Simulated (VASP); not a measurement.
VASP ran on this input.

KPOINTS:
```
Automatic mesh
0
Gamma
1 1 1
0 0 0
```

INCAR:
```
# general
SYSTEM = Mg
PREC   = Accurate
ENCUT  = 300   # plane-wave cut-off (eV)
LREAL  = .FALSE.
LASPH  = .TRUE.   # aspherical one-centre terms

# electronic loop
EDIFF  = 1E-6   # SCF stop (eV)
NELM   = 100   # most electronic steps
ALGO   = Normal

# smearing
ISMEAR = -1   # Fermi-Dirac
SIGMA  = 0.1

# functional
GGA    = PE

# ions
ISIF   = 2

# output
LWAVE  = .FALSE.
LCHARG = .FALSE.
```

File POSCAR:
```
Mg
1
    1.6435200000    -2.8466600000     0.0000000000
    1.6435200000     2.8466600000     0.0000000000
    0.0000000000     0.0000000000     5.3350400000
Mg
2
Direct
  0.3333330000   0.6666670000   0.2500000000
  0.6666670000   0.3333330000   0.7500000000
```

POTCAR, in this order: Mg (PBE.64 set). Program: vasp_std.

Q: Write an equivalent input for Quantum ESPRESSO's pw.x.

A: One equivalent input (not run):
```
&CONTROL
  calculation = 'scf'
  pseudo_dir = './pseudo'
  outdir = './out'
  tprnfor = .true.
  tstress = .true.
/
&SYSTEM
  ibrav = 0
  nat = 2
  ntyp = 1
  ecutwfc = 84
  occupations = 'smearing'
  smearing = 'fermi-dirac'
  degauss = 0.00735
  input_dft = 'pbe'
/
&ELECTRONS
  conv_thr = 7.3e-08
  electron_maxstep = 100
/
ATOMIC_SPECIES
  Mg 24.305 Mg.upf
CELL_PARAMETERS angstrom
     1.6435200   -2.8466600    0.0000000
     1.6435200    2.8466600    0.0000000
     0.0000000    0.0000000    5.3350400
ATOMIC_POSITIONS crystal
  Mg   0.3333330  0.6666670  0.2500000
  Mg   0.6666670  0.3333330  0.7500000
K_POINTS automatic
  1 1 1 0 0 0
```
What does not carry over: the potentials are each code's own (VASP's PAW set, PseudoDojo norm-conserving files in pw.x), so ENCUT and ecutwfc are chosen apart and not converted; conv_thr bounds pw.x's estimated SCF error, while EDIFF bounds the energy change between steps.

The structure is a typed Mg crystal (P6_3/mmc). The cell was not relaxed at this level. The k-mesh is coarse (spacing up to 2.21 per Å, 2π included), so the numbers may not be converged in it. The run is one of a series of settings (KPOINTS 1×1×1 Γ-centred mesh against the base run), some of them coarse on purpose.
